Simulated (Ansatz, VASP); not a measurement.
# Ga24Si31N24O62 (amorphous SiO2 against GaN(10-10), 14.0 A): VASP beside Ansatz, part 2 of 2

Wanted: the spread between two codes on one cell, functional and k mesh. Of the first pair: The structure shown is the start of the Ansatz relaxation below; VASP solves that cell, so the two are compared at the walk's first step.

VASP 6.6.1 and Ansatz 0.2.0.

So far: The structure; Ansatz: relaxation, PBE.

### 3. VASP: single point, PBE, start cell, pair 1

Level of this step: PBE; plane waves and PAW (Ga_d, N, Si, O) (VASP).

The same cell, functional, mesh and smearing now go to VASP, with its own data sets.

Lines of VASP's logs that name or quote its potential files are left out, and so is its time.

INCAR reads:

```
SYSTEM = Ga24Si31N24O62
PREC = Accurate
ENCUT = 520
EDIFF = 1E-06
NELM = 120
ISMEAR = -1
SIGMA = 0.025
LREAL = Auto
ALGO = Normal
GGA = PE
NBANDS = 562
LORBIT = 11
LWAVE = .FALSE.
LCHARG = .FALSE.
ISIF = 2
LASPH = .TRUE.
GGA_COMPAT = .FALSE.
EFERMI = MIDGAP
```

POSCAR reads:

```
Ga24Si31N24O62
1.0
   10.4600000000      0.0000000000      0.0000000000
    0.0000000000      9.6300000000      0.0000000000
    0.0000000000      0.0000000000     19.4985600000
Ga N Si O
24 24 31 62
Direct
    0.0061854685      0.9933748702      0.2084718051
    0.2546271511      0.9842679128      0.0311202468
    0.0117495220      0.1584631360      0.0758209837
    0.2611567878      0.1561993769      0.1652275860
    0.0052676864      0.3225752856      0.2249704594
    0.2355258126      0.3144755971      0.0246223311
    0.0083460803      0.4939667705      0.0794725354
    0.2628107075      0.4956905504      0.1764181560
    0.0215774379      0.6680062305      0.2157492656
    0.2477629063      0.6517549325      0.0255506048
    0.0081261950      0.8263239875      0.0678101357
    0.2571032505      0.8288577362      0.1696997112
    0.5070936902      0.9957424714      0.2013789736
    0.7641204589      0.0024922118      0.0319305631
    0.5096462715      0.1604361371      0.0662100176
    0.7667495220      0.1609968847      0.1789978337
    0.5208508604      0.3334060228      0.1922295800
    0.7648852772      0.3242263759      0.0407824988
    0.4942160612      0.4866251298      0.0441878785
    0.7636902486      0.4945379024      0.1844700327
    0.5055353728      0.6711007269      0.2303503438
    0.7574378585      0.6512564901      0.0306894458
    0.5087284895      0.8082346833      0.0805495380
    0.7656022945      0.8292315680      0.1757104114
    0.0772370937      0.9952751817      0.0321818637
    0.3310707457      0.9944652129      0.2039278798
    0.0777724665      0.1643302181      0.1771207720
    0.3222753346      0.1582035306      0.0685076231
    0.0608986616      0.3286085151      0.0373309619
    0.3370458891      0.3189200415      0.2194777460
[... 105 atom lines left out ...]
    0.4513001912      0.0346832814      0.4140818604
    0.0916539197      0.7358047767      0.2965295899
    0.8712619503      0.6770612669      0.5169202239
    0.0195411090      0.2241433022      0.8402620501
    0.1391586998      0.2443509865      0.5242899989
    0.2037380497      0.0420664590      0.8161012916
```

KPOINTS reads:

```
Automatic mesh
0
Gamma
1 1 1
0 0 0
```

The projector-augmented-wave data sets are Ga_d, N, Si and O (PBE family, release 64).

The run is started by

```
export OMP_NUM_THREADS=3
mpirun -np 1 vasp_gam
```

Numbers of over 12 decimals in the logs are rounded to 6 here.

The log of the run:

```text
[banner, memory and clock lines left out]
running    1 mpi-ranks, on    1 nodes
[...]
Offloading initialized ...    1 GPUs detected
[...]
LDA part: xc-table for (Slater+PW92), standard interpolation
 POSCAR, INCAR and KPOINTS ok, starting setup
[...]
entering main loop
       N       E                     dE             d eps       ncg     rms          rms(c)
DAV:   1     0.231074168775E+05    0.23107E+05   -0.35964E+05  1132   0.248E+03
DAV:   2     0.552280463609E+04   -0.17585E+05   -0.16647E+05  1124   0.767E+02
DAV:   3    -0.338184724070E+03   -0.58610E+04   -0.54672E+04  1588   0.337E+02
DAV:   4    -0.110695313798E+04   -0.76877E+03   -0.75826E+03  1592   0.132E+02
[...]
DAV:  22    -0.987270182567E+03    0.21463E-05   -0.14135E-05  1144   0.137E-02    0.119E-02
DAV:  23    -0.987270180820E+03    0.17463E-05   -0.78762E-06  1200   0.145E-02    0.657E-03
DAV:  24    -0.987270180625E+03    0.19583E-06   -0.53100E-06  1184   0.673E-03
   1 F= -.98727018E+03 E0= -.98725721E+03  d E =-.259349E-01
```

OUTCAR, selected parts (step 3):

```text
  FREE ENERGIE OF THE ION-ELECTRON SYSTEM (eV)
  ---------------------------------------------------
  free  energy   TOTEN  =      -987.2701806245 eV

  energy  without entropy=     -987.2442456969  energy(sigma->0) =     -987.25721316

[... 1 further part left out ...]
```

The run ends at a pressure of 0.68 GPa, with forces up to 1.6 eV/Å.

### 4. Side by side

Known differences besides the potentials themselves: the cutoff is 420 eV in Ansatz and 520 eV in VASP (PREC = Accurate, projectors in real space). Total energies have different zeros and are not compared.

Forces on 10 of the 141 atoms, those with the largest forces and the largest differences (eV/Å; atoms numbered as in POSCAR):

| atom | Ansatz x, y, z | VASP x, y, z |
| --- | --- | --- |
| Si49 | -0.042, 0.016, -1.664 | -0.096, 0.026, -1.577 |
| Si51 | 0.365, 0.021, 1.291 | 0.364, -0.004, 1.258 |
| Si55 | 0.124, -0.115, 0.696 | 0.137, -0.211, 0.737 |
| Si57 | -0.306, -0.245, -1.263 | -0.231, -0.224, -1.250 |
| Si67 | -0.149, -0.128, 0.438 | -0.166, -0.056, 0.360 |
| Si71 | 0.334, 0.226, -1.177 | 0.363, 0.216, -1.216 |
| Si75 | -0.274, -0.194, -1.271 | -0.281, -0.223, -1.269 |
| Si76 | -0.099, -0.004, -1.300 | -0.103, -0.036, -1.211 |
| O92 | 0.154, 0.066, 0.605 | 0.234, -0.018, 0.535 |
| O115 | 0.272, -0.113, -1.621 | 0.260, -0.114, -1.561 |

The forces differ by 28 meV/Å r.m.s., which is 7.0 % of the r.m.s. force of 0.400 eV/Å (both taken over all components).

### 5. Ansatz: relaxation, PBE

This run makes the geometry at which the two programs are then compared.

The structure compared here is the end of the Ansatz relaxation.

input.yaml reads:

```yaml
crystal:
  lattice:
    - [10.46, 0.0, 0.0]
    - [0.0, 9.63, 0.0]
    - [0.0, 0.0, 19.49856]
  atoms:
    - { symbol: Ga, position: [0.00619, 0.99337, 0.20847] }
    - { symbol: "N", position: [0.07724, 0.99528, 0.03218] }
    - { symbol: Ga, position: [0.25463, 0.98427, 0.03112] }
    - { symbol: "N", position: [0.33107, 0.99446, 0.20393] }
    - { symbol: Ga, position: [0.01175, 0.15846, 0.07582] }
    - { symbol: "N", position: [0.07777, 0.16433, 0.17712] }
    - { symbol: Ga, position: [0.26116, 0.1562, 0.16523] }
    - { symbol: "N", position: [0.32228, 0.1582, 0.06851] }
    - { symbol: Ga, position: [0.00527, 0.32258, 0.22497] }
    - { symbol: "N", position: [0.0609, 0.32861, 0.03733] }
    - { symbol: Ga, position: [0.23553, 0.31448, 0.02462] }
    - { symbol: "N", position: [0.33705, 0.31892, 0.21948] }
    - { symbol: Ga, position: [0.00835, 0.49397, 0.07947] }
    - { symbol: "N", position: [0.07736, 0.4909, 0.18169] }
    - { symbol: Ga, position: [0.26281, 0.49569, 0.17642] }
    - { symbol: "N", position: [0.31593, 0.48193, 0.0727] }
    - { symbol: Ga, position: [0.02158, 0.66801, 0.21575] }
    - { symbol: "N", position: [0.0714, 0.65504, 0.03664] }
    - { symbol: Ga, position: [0.24776, 0.65175, 0.02555] }
    - { symbol: "N", position: [0.31463, 0.66764, 0.23309] }
    - { symbol: Ga, position: [0.00813, 0.82632, 0.06781] }
    - { symbol: "N", position: [0.07121, 0.82996, 0.16513] }
    - { symbol: Ga, position: [0.2571, 0.82886, 0.1697] }
    - { symbol: "N", position: [0.32218, 0.81335, 0.07625] }
    - { symbol: Ga, position: [0.50709, 0.99574, 0.20138] }
    - { symbol: "N", position: [0.56882, 0.9786, 0.02953] }
    - { symbol: Ga, position: [0.76412, 0.00249, 0.03193] }
    - { symbol: "N", position: [0.82795, 0.99144, 0.21712] }
    - { symbol: Ga, position: [0.50965, 0.16044, 0.06621] }
    - { symbol: "N", position: [0.57757, 0.15843, 0.16297] }
    - { symbol: Ga, position: [0.76675, 0.161, 0.179] }
    - { symbol: "N", position: [0.82702, 0.15781, 0.08552] }
    - { symbol: Ga, position: [0.52085, 0.33341, 0.19223] }
    - { symbol: "N", position: [0.58292, 0.32312, 0.03248] }
    - { symbol: Ga, position: [0.76489, 0.32423, 0.04078] }
    - { symbol: "N", position: [0.82488, 0.32595, 0.22325] }
    - { symbol: Ga, position: [0.49422, 0.48662, 0.04419] }
    - { symbol: "N", position: [0.58173, 0.50825, 0.19709] }
    - { symbol: Ga, position: [0.76369, 0.49454, 0.18447] }
    - { symbol: "N", position: [0.82148, 0.49464, 0.08677] }
    - { symbol: Ga, position: [0.50554, 0.6711, 0.23035] }
    - { symbol: "N", position: [0.57815, 0.65, 0.04263] }
    - { symbol: Ga, position: [0.75744, 0.65126, 0.03069] }
    - { symbol: "N", position: [0.83728, 0.66498, 0.23512] }
    - { symbol: Ga, position: [0.50873, 0.80823, 0.08055] }
    - { symbol: "N", position: [0.57668, 0.82359, 0.17505] }
    - { symbol: Ga, position: [0.7656, 0.82923, 0.17571] }
    - { symbol: "N", position: [0.81866, 0.82813, 0.07327] }
    - { symbol: Si, position: [0.95049, 0.38961, 0.37703] }
    - { symbol: Si, position: [0.36285, 0.27077, 0.302] }
    - { symbol: Si, position: [0.15337, 0.16319, 0.86585] }
    - { symbol: Si, position: [0.70363, 0.38756, 0.7909] }
    - { symbol: Si, position: [0.21764, 0.09673, 0.52447] }
    - { symbol: Si, position: [0.83771, 0.91033, 0.78099] }
    - { symbol: Si, position: [0.45262, 0.47091, 0.70793] }
    - { symbol: Si, position: [0.70021, 0.13474, 0.884] }
    - { symbol: Si, position: [0.2412, 0.71782, 0.31283] }
    - { symbol: Si, position: [0.38253, 0.77916, 0.89822] }
    - { symbol: Si, position: [0.35964, 0.51062, 0.41541] }
    - { symbol: Si, position: [0.19132, 0.40583, 0.53365] }
    - { symbol: Si, position: [0.95595, 0.21064, 0.76003] }
    - { symbol: Si, position: [0.22467, 0.88182, 0.7874] }
    - { symbol: Si, position: [0.19208, 0.83519, 0.62402] }
    - { symbol: Si, position: [0.00567, 0.61823, 0.5512] }
    - { symbol: Si, position: [0.16854, 0.41622, 0.6987] }
    - { symbol: Si, position: [0.83323, 0.6601, 0.32411] }
    - { symbol: Si, position: [0.44319, 0.68413, 0.6452] }
    - { symbol: Si, position: [0.69734, 0.82363, 0.65453] }
    - { symbol: Si, position: [0.76008, 0.90872, 0.40697] }
    - { symbol: Si, position: [0.77885, 0.58261, 0.56877] }
    - { symbol: Si, position: [0.57245, 0.13256, 0.37212] }
    - { symbol: Si, position: [0.51416, 0.95673, 0.94755] }
    - { symbol: Si, position: [0.83335, 0.35095, 0.52867] }
    - { symbol: Si, position: [0.76033, 0.03893, 0.5434] }
    - { symbol: Si, position: [0.29407, 0.01351, 0.38174] }
    - { symbol: Si, position: [0.58437, 0.68472, 0.38509] }
    - { symbol: Si, position: [0.02924, 0.67065, 0.77886] }
    - { symbol: Si, position: [0.82188, 0.63508, 0.86563] }
    - { symbol: Si, position: [0.4974, 0.12586, 0.48991] }
    - { symbol: O, position: [0.20581, 0.02078, 0.44969] }
    - { symbol: O, position: [0.82083, 0.80388, 0.85178] }
    - { symbol: O, position: [0.8273, 0.98652, 0.47199] }
    - { symbol: O, position: [0.70419, 0.453, 0.53034] }
    - { symbol: O, position: [0.57465, 0.23832, 0.43954] }
    - { symbol: O, position: [0.1097, 0.56259, 0.72787] }
    - { symbol: O, position: [0.47375, 0.51714, 0.62446] }
    - { symbol: O, position: [0.36925, 0.14714, 0.5327] }
    - { symbol: O, position: [0.64264, 0.81005, 0.43393] }
    - { symbol: O, position: [0.7787, 0.92844, 0.60395] }
    - { symbol: O, position: [0.57566, 0.39058, 0.74016] }
    - { symbol: O, position: [0.89386, 0.34409, 0.45073] }
    - { symbol: O, position: [0.03042, 0.29236, 0.32918] }
    - { symbol: O, position: [0.07036, 0.73494, 0.59885] }
    - { symbol: O, position: [0.28943, 0.8709, 0.34222] }
    - { symbol: O, position: [0.55107, 0.08328, 0.89818] }
    - { symbol: O, position: [0.67714, 0.2947, 0.85921] }
    - { symbol: O, position: [0.51809, 0.74966, 0.31775] }
    - { symbol: O, position: [0.49198, 0.59046, 0.4334] }
    - { symbol: O, position: [0.96095, 0.57524, 0.83706] }
    - { symbol: O, position: [0.53739, 0.80112, 0.91346] }
    - { symbol: O, position: [0.69589, 0.03794, 0.3609] }
    - { symbol: O, position: [0.3614, 0.83083, 0.81924] }
    - { symbol: O, position: [0.77627, 0.12924, 0.95739] }
    - { symbol: O, position: [0.18947, 0.43643, 0.61497] }
    - { symbol: O, position: [0.25732, 0.61557, 0.38029] }
    - { symbol: O, position: [0.81581, 0.19736, 0.55944] }
    - { symbol: O, position: [0.7041, 0.58944, 0.35725] }
    - { symbol: O, position: [0.42962, 0.63881, 0.72783] }
    - { symbol: O, position: [0.20972, 0.87919, 0.70421] }
    - { symbol: O, position: [0.3825, 0.39515, 0.35571] }
    - { symbol: O, position: [0.09494, 0.52659, 0.5007] }
    - { symbol: O, position: [0.93648, 0.04485, 0.74429] }
    - { symbol: O, position: [0.31647, 0.64873, 0.93454] }
    - { symbol: O, position: [0.83001, 0.31403, 0.75328] }
    - { symbol: O, position: [0.80291, 0.59725, 0.94538] }
    - { symbol: O, position: [0.54706, 0.80726, 0.63187] }
    - { symbol: O, position: [0.76794, 0.04306, 0.82687] }
    - { symbol: O, position: [0.23149, 0.21733, 0.92876] }
    - { symbol: O, position: [0.74543, 0.66051, 0.63816] }
    - { symbol: O, position: [0.71089, 0.8776, 0.731] }
    - { symbol: O, position: [0.94032, 0.5483, 0.35568] }
    - { symbol: O, position: [0.31722, 0.38814, 0.72501] }
    - { symbol: O, position: [0.31643, 0.42995, 0.48555] }
    - { symbol: O, position: [0.9364, 0.78167, 0.73989] }
    - { symbol: O, position: [0.12732, 0.77273, 0.82184] }
    - { symbol: O, position: [0.35212, 0.93176, 0.94661] }
    - { symbol: O, position: [0.72098, 0.54792, 0.81537] }
    - { symbol: O, position: [0.2712, 0.15049, 0.3348] }
    - { symbol: O, position: [0.18019, 0.98241, 0.58163] }
    - { symbol: O, position: [0.07316, 0.28431, 0.71353] }
    - { symbol: O, position: [0.91206, 0.47027, 0.58457] }
    - { symbol: O, position: [0.85345, 0.81587, 0.35878] }
    - { symbol: O, position: [0.31595, 0.74058, 0.60487] }
    - { symbol: O, position: [0.60419, 0.04857, 0.5336] }
    - { symbol: O, position: [0.51139, 0.19567, 0.30332] }
    - { symbol: O, position: [0.4513, 0.03468, 0.41408] }
    - { symbol: O, position: [0.09165, 0.73581, 0.29653] }
    - { symbol: O, position: [0.87126, 0.67706, 0.51692] }
    - { symbol: O, position: [0.01954, 0.22414, 0.84026] }
    - { symbol: O, position: [0.13916, 0.24435, 0.52429] }
    - { symbol: O, position: [0.20374, 0.04207, 0.8161] }
kpoints:
  mp_grid: { grid: [1, 1, 1] }
hamiltonian:
  xc: pbe
scf:
  occupations: { method: fermi_dirac, width: 0.025 }
output:
  forces: true
relax:
  f_tol: 0.08
  max_steps: 90
```

The run is started by

```
ansatz run input.yaml --threads 4 --pin off --max-ram 15872MiB --backend cpu --events-out ev --progress --plain --runs-dir out
```

The log of the run:

```text
[...]
Crystal: 141 atoms, lattice volume = 1964.086 Å³
Basis set: ecut = 420 eV, 38407 PW (Γ), exchange–correlation on 144×144×270 points (8 copies of the dense FFT grid, shifted against one another)
Bands: 605, of which v1, the nominal top of the filled ones, is band 464 counted from 1 (463 counted from 0)
Symmetry: 1 space group operations
[...]
k-points: 1
[...]
- { symbol: O, position: [0.823825, 0.808364, 0.847560] }
    - { symbol: O, position: [0.824301, 0.984591, 0.467473] }
    - { symbol: O, position: [0.705620, 0.466625, 0.512497] }
    - { symbol: O, position: [0.566673, 0.221433, 0.441665] }
    - { symbol: O, position: [0.111867, 0.567243, 0.726902] }
    - { symbol: O, position: [0.478857, 0.518656, 0.629171] }
    - { symbol: O, position: [0.365130, 0.132449, 0.537880] }
[...]
- { symbol: O, position: [0.886081, 0.685474, 0.511274] }
    - { symbol: O, position: [0.018022, 0.231318, 0.843207] }
    - { symbol: O, position: [0.139805, 0.239585, 0.526106] }
    - { symbol: O, position: [0.195622, 0.043552, 0.823919] }
```

### 6. VASP: single point, PBE, relaxed cell, pair 2

The same cell, functional, mesh and smearing now go to VASP, with its own data sets.

INCAR is that of step 3.

POSCAR reads:

```
Ga24Si31N24O62
1.0
   10.4600000000      0.0000000000      0.0000000000
    0.0000000000      9.6300000000      0.0000000000
    0.0000000000      0.0000000000     19.4985600000
Ga N Si O
24 24 31 62
Direct
    0.0031200000      0.9930400000      0.2053300000
    0.2550000000      0.9856600000      0.0342200000
    0.0105900000      0.1604500000      0.0711500000
    0.2606800000      0.1530900000      0.1663100000
    0.0235600000      0.3209300000      0.2226600000
    0.2373100000      0.3170000000      0.0263300000
    0.0107700000      0.4948200000      0.0777600000
    0.2614800000      0.4964500000      0.1741900000
    0.0220600000      0.6675500000      0.2136800000
    0.2492000000      0.6564300000      0.0289400000
    0.0110300000      0.8293900000      0.0656900000
    0.2587700000      0.8316100000      0.1713000000
    0.5029400000      0.9997400000      0.2023200000
    0.7630800000      0.0078100000      0.0360300000
    0.5112300000      0.1658200000      0.0696500000
    0.7707300000      0.1632100000      0.1888400000
    0.5149900000      0.3364200000      0.1976300000
    0.7557400000      0.3335700000      0.0543600000
    0.4992300000      0.4930700000      0.0517700000
    0.7654500000      0.4995800000      0.1919200000
    0.5041500000      0.6754400000      0.2308400000
    0.7583100000      0.6576600000      0.0349100000
    0.5102000000      0.8135000000      0.0814800000
    0.7664700000      0.8356400000      0.1761000000
    0.0768200000      0.9979400000      0.0274300000
    0.3289700000      0.9959600000      0.2100900000
    0.0779500000      0.1608800000      0.1742000000
    0.3256900000      0.1610400000      0.0709200000
    0.0622900000      0.3300300000      0.0355200000
    0.3310300000      0.3181000000      0.2216800000
[... 105 atom lines left out ...]
    0.4415800000      0.0217300000      0.4172100000
    0.0885300000      0.7146600000      0.2994400000
    0.8860800000      0.6854700000      0.5112700000
    0.0180200000      0.2313200000      0.8432100000
    0.1398000000      0.2395900000      0.5261100000
    0.1956200000      0.0435500000      0.8239200000
```

KPOINTS is that of step 3.

The run is started by

```
export OMP_NUM_THREADS=3
mpirun -np 1 vasp_gam
```

The log of the run:

```text
[... set-up lines as in an earlier step ...]
 entering main loop
       N       E                     dE             d eps       ncg     rms          rms(c)
DAV:   1     0.230453575618E+05    0.23045E+05   -0.35989E+05  1132   0.248E+03
DAV:   2     0.552965693097E+04   -0.17516E+05   -0.16593E+05  1124   0.766E+02
DAV:   3    -0.325208901842E+03   -0.58549E+04   -0.54622E+04  1580   0.338E+02
DAV:   4    -0.110473922611E+04   -0.77953E+03   -0.76864E+03  1592   0.132E+02
[...]
DAV:  21    -0.989759745449E+03    0.12964E-05   -0.93017E-06  1168   0.155E-02    0.684E-03
DAV:  22    -0.989759745303E+03    0.14565E-06   -0.11967E-05  1456   0.952E-03    0.316E-03
DAV:  23    -0.989759745356E+03   -0.52940E-07   -0.21115E-06   912   0.491E-03
   1 F= -.98975975E+03 E0= -.98975975E+03  d E =-.283215E-08
```

OUTCAR, selected parts (step 6):

```text
  FREE ENERGIE OF THE ION-ELECTRON SYSTEM (eV)
  ---------------------------------------------------
  free  energy   TOTEN  =      -989.7597453562 eV

  energy  without entropy=     -989.7597453534  energy(sigma->0) =     -989.75974535

[... 1 part as in an earlier step ...]
```

The run ends at a pressure of 0.33 GPa, with forces up to 0.11 eV/Å.

### 7. Differences

The two programs side by side:

| quantity | Ansatz | VASP | difference |
| --- | --- | --- | --- |
| gap on the k mesh (eV) | 1.046 | 1.022 | +0.024 |

Forces on 7 of the 141 atoms, those with the largest forces and the largest differences (eV/Å; atoms numbered as in POSCAR):

| atom | Ansatz x, y, z | VASP x, y, z |
| --- | --- | --- |
| Si49 | -0.004, -0.004, -0.006 | -0.094, -0.014, 0.037 |
| Si55 | 0.009, -0.004, 0.003 | 0.022, -0.099, 0.049 |
| Si62 | 0.006, -0.008, 0.004 | 0.022, 0.074, -0.051 |
| Si67 | 0.004, 0.001, 0.001 | -0.015, 0.072, -0.066 |
| Si72 | -0.004, -0.004, 0.009 | 0.016, 0.025, 0.092 |
| O92 | -0.005, 0.004, -0.001 | 0.094, -0.053, 0.019 |
| O118 | -0.008, 0.006, -0.008 | 0.055, 0.052, 0.056 |

The forces differ by 27 meV/Å r.m.s., where the r.m.s. force is 0.006 eV/Å in Ansatz and 0.027 eV/Å in VASP: the atoms lie near their places of rest in Ansatz, so a percentage would say little (all taken over all components). A gap on the mesh is an upper bound, since the band edges may lie between its points.

### 8. Summary of results

```yaml
r_m_s_force_difference_single_point_pbe_start_cell_pair_1: 7.0 % of the r.m.s. force
r_m_s_force_difference_single_point_pbe_relaxed_cell_pair_2: 27 meV/Å
```

The r.m.s. force difference is 7.0 % of the r.m.s. force (single point, PBE, start cell, pair 1), beyond the 3 % picked in this series as the mark of a large difference. What causes the difference of the single point, PBE, start cell, pair 1 pair stays open here. What causes the difference of the single point, PBE, relaxed cell, pair 2 pair stays open here. How closely two codes agree says nothing of how well the functional describes the real material.

[Lines on the potential files, build, host, timing and source positions are cut from VASP's logs without a mark.]

[Logs are printed without paths, hosts, clocks, repeated set-up lines and the standing remarks that a program may print on its own settings, such as how far it seeks lower states.]

[Hosts, paths, dates, database ids (printed as entryN), source tags and the programs' standing remarks are cut or masked in the printed files.]
